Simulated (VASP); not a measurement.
Output of a VASP run:

OSZICAR:
```
       N       E                     dE             d eps       ncg     rms          rms(c)
DAV:   1     0.112930977977E+02    0.11293E+02   -0.53862E+03   960   0.101E+03
DAV:   2    -0.165010683766E+02   -0.27794E+02   -0.27289E+02  1224   0.174E+02
DAV:   3    -0.167014833368E+02   -0.20041E+00   -0.20041E+00  1032   0.184E+01
DAV:   4    -0.167016972942E+02   -0.21396E-03   -0.21396E-03  1216   0.513E-01
DAV:   5    -0.167016974464E+02   -0.15212E-06   -0.15212E-06   984   0.896E-03    0.682E+00
DAV:   6    -0.157894390163E+02    0.91226E+00   -0.36855E+00  1144   0.141E+01    0.331E+00
DAV:   7    -0.157166407807E+02    0.72798E-01   -0.97773E-02  1168   0.297E+00    0.192E+00
DAV:   8    -0.156999145376E+02    0.16726E-01   -0.46590E-02  1080   0.188E+00    0.183E-01
DAV:   9    -0.157000481798E+02   -0.13364E-03   -0.51887E-04   920   0.257E-01    0.786E-02
DAV:  10    -0.157001113078E+02   -0.63128E-04   -0.11243E-04  1224   0.119E-01    0.140E-02
DAV:  11    -0.157001145108E+02   -0.32030E-05   -0.55629E-06   968   0.231E-02    0.660E-03
DAV:  12    -0.157001145359E+02   -0.25081E-07   -0.10974E-06   464   0.886E-03
   1 F= -.15700115E+02 E0= -.15700115E+02  d E =-.157001E+02
       N       E                     dE             d eps       ncg     rms          rms(c)
DAV:   1    -0.157019098833E+02   -0.17954E-02   -0.56834E-02   960   0.246E+00    0.309E-01
DAV:   2    -0.157001867037E+02    0.17232E-02   -0.81874E-03  1016   0.698E-01    0.812E-02
DAV:   3    -0.157001138353E+02    0.72868E-04   -0.20556E-04  1040   0.149E-01    0.344E-02
DAV:   4    -0.157000879007E+02    0.25935E-04   -0.34970E-05  1048   0.534E-02    0.897E-03
DAV:   5    -0.157000872042E+02    0.69651E-06   -0.12240E-06   672   0.930E-03
   2 F= -.15700087E+02 E0= -.15700087E+02  d E =0.273317E-04
       N       E                     dE             d eps       ncg     rms          rms(c)
DAV:   1    -0.157009503577E+02   -0.86246E-03   -0.14841E-02   976   0.126E+00    0.158E-01
DAV:   2    -0.157005016201E+02    0.44874E-03   -0.21201E-03  1032   0.355E-01    0.416E-02
DAV:   3    -0.157004833201E+02    0.18300E-04   -0.54027E-05  1032   0.763E-02    0.177E-02
DAV:   4    -0.157004778865E+02    0.54337E-05   -0.90109E-06  1040   0.272E-02    0.465E-03
DAV:   5    -0.157004779904E+02   -0.10397E-06   -0.29970E-07   456   0.468E-03
   3 F= -.15700478E+02 E0= -.15700478E+02  d E =-.363455E-03
```

OUTCAR:
```
------------------------ aborting loop because EDIFF is reached ----------------------------------------
  FORCE on cell =-STRESS in cart. coord.  units (eV):
  Direction    XX          YY          ZZ          XY          YZ          ZX
  --------------------------------------------------------------------------------------
  Total        0.0006894      0.0006894      0.0006894      0.0000000     -0.0000000      0.0000000
  in kB        0.0930478      0.0930478      0.0930478      0.0000000     -0.0000000      0.0000000
  external PRESSURE =       0.0930478 kB  Pullay stress =       0.0000000 kB
  volume of cell :       11.87
      direct lattice vectors                 reciprocal lattice vectors
    -0.000000000  1.810572020  1.810572020    -0.276155820  0.276155820  0.276155820
     1.810572020  0.000000000  1.810572020     0.276155820 -0.276155820  0.276155820
     1.810572020  1.810572020 -0.000000000     0.276155820  0.276155820 -0.276155820
  FREE ENERGIE OF THE ION-ELECTRON SYSTEM (eV)
  ---------------------------------------------------
  free  energy   TOTEN  =       -15.7004779904 eV

  energy  without entropy=      -15.7004779904  energy(sigma->0) =      -15.70047799

 reached required accuracy - stopping structural energy minimisation
```
(Selected blocks of OUTCAR.)

### POSCAR
```
BN
1
    0.0000000000     1.8075000000     1.8075000000
    1.8075000000     0.0000000000     1.8075000000
    1.8075000000     1.8075000000     0.0000000000
B N
1 1
Direct
  0.0000000000   0.0000000000   0.0000000000
  0.2500000000   0.2500000000   0.2500000000
```

Task: Reconstruct the remaining input files.

Result: One answer among several that fit: the input of the run itself, optB86b-vdW, plane waves, VASP's PBE PAW potentials (set 64).

File KPOINTS:
```
K-points
0
Gamma
 11 11 11
0 0 0
```

INCAR:
```
SYSTEM = BN
PREC = Accurate
ENCUT = 520
EDIFF = 1E-6
NELM = 100
ALGO = Normal
LREAL = .FALSE.
LASPH = .TRUE.
ISMEAR = 0
SIGMA = 0.05
GGA = MK
PARAM1 = 0.1234
PARAM2 = 1.0
LUSE_VDW = .TRUE.
AGGAC = 0.0
LWAVE = .FALSE.
LCHARG = .FALSE.
IBRION = 2
ISIF = 3
NSW = 60
EDIFFG = -0.01
```

POTCAR, in this order: B N (PBE.64 set). Program: vasp_std.

The compound is BN in the zinc blende structure. This run relaxes it. Symmetry was kept, so distortions that lower it aren't found.
